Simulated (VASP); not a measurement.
Consider the following.

```xyz
5
Lattice="2.2984 -3.9809 0.0000 2.2984 3.9809 0.0000 0.0000 0.0000 7.2717" Properties=species:S:1:pos:R:3 pbc="T T T"
Mg     0.0000     0.0000     0.0000
Mg     2.2984     1.3270     4.5995
Mg     2.2984    -1.3270     2.6722
Sb     2.2984     1.3270     1.6389
Sb     2.2984    -1.3270     5.6329
```

Computed with PBE GGA, VASP's PBE PAW potentials (set 64) (plane waves; VASP 6.6.1). Settings: 400 eV cut-off, Gaussian smearing of 0.050 eV, potentials Mg Sb.

Unless said otherwise, spin-orbit coupling is left out, though it shifts the bands of the heavy elements here.

### Question
Give the energies of bands 3 to 11 at the high-symmetry points, in eV from the valence-band maximum.

### Answer

```json
[
 {"band": "3", "Γ": "-4.87", "M": "-4.63", "K": "-4.31", "A": "-3.06", "L": "-4.88", "H": "-4.26"},
 {"band": "4", "Γ": "-1.09", "M": "-3.73", "K": "-3.57", "A": "-2.99", "L": "-4.53", "H": "-4.26"},
 {"band": "5", "Γ": "-1.09", "M": "-3.21", "K": "-3.57", "A": "-0.78", "L": "-1.84", "H": "-3.97"},
 {"band": "6", "Γ": "-0.40", "M": "-2.28", "K": "-2.54", "A": "-0.78", "L": "-1.67", "H": "-3.28"},
 {"band": "7", "Γ": "-0.40", "M": "-2.19", "K": "-2.54", "A": "-0.73", "L": "-1.61", "H": "-0.98"},
 {"band": "8", "Γ": "0.00", "M": "-0.89", "K": "-2.49", "A": "-0.73", "L": "-1.51", "H": "-0.98"},
 {"band": "9", "Γ": "1.00", "M": "0.35", "K": "0.25", "A": "1.73", "L": "0.42", "H": "1.73"},
 {"band": "10", "Γ": "1.17", "M": "1.92", "K": "4.11", "A": "1.78", "L": "1.31", "H": "1.73"},
 {"band": "11", "Γ": "3.02", "M": "2.14", "K": "4.14", "A": "2.67", "L": "1.69", "H": "2.49"}
]
```

The gap is indirect, 0.19 eV, from the valence maximum at Γ to the conduction minimum at L-M at 0.33.

The compound is Mg3Sb2 in the a-la2o3 structure. It was relaxed first.
